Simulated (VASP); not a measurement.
BeZn$_{3}$Te$_{4}$ (ordered alloy cell): computed properties

All values below come from PBEsol GGA, VASP's PBE PAW potentials (set 64) (plane waves; VASP).

```yaml
space_group: Amm2 (38)
cell: a = 4.2117 Å, b = 8.4240 Å, c = 11.9165 Å, α = 90.00°, β = 90.00°, γ = 90.00°
volume_per_atom: 26.42 Å^3/atom
band gap (over mesh and band path): 1.63 eV
smallest direct gap (over mesh and band path): 1.67 eV
band_edge_character: indirect, Γ to T
density: 5.62 g/cm³
```

```xyz
8
Lattice="-0.0002 5.9565 5.9583 5.9565 -0.0002 5.9583 2.9782 2.9782 0.0000" Properties=species:S:1:pos:R:3 pbc="T T T"
Zn     5.9563     5.9563    11.9023
Zn     5.9684     8.9224     8.9398
Zn     8.9224     5.9684     8.9398
Te     1.4891     1.4891     1.4890
Te     4.4008     1.5555     4.5342
Te     1.5555     4.4008     4.5342
Te     4.4672     4.4672     7.3256
Be     5.9563     5.9563     5.9597
```

Unless said otherwise, spin-orbit coupling is left out, though it shifts the bands of the heavy elements here.

The structure was generated: BeZn3Te4 was put into an ordered model structure (Amm2), which need not be its known phase. It was relaxed first. Symmetry was kept, so distortions that lower it aren't found.
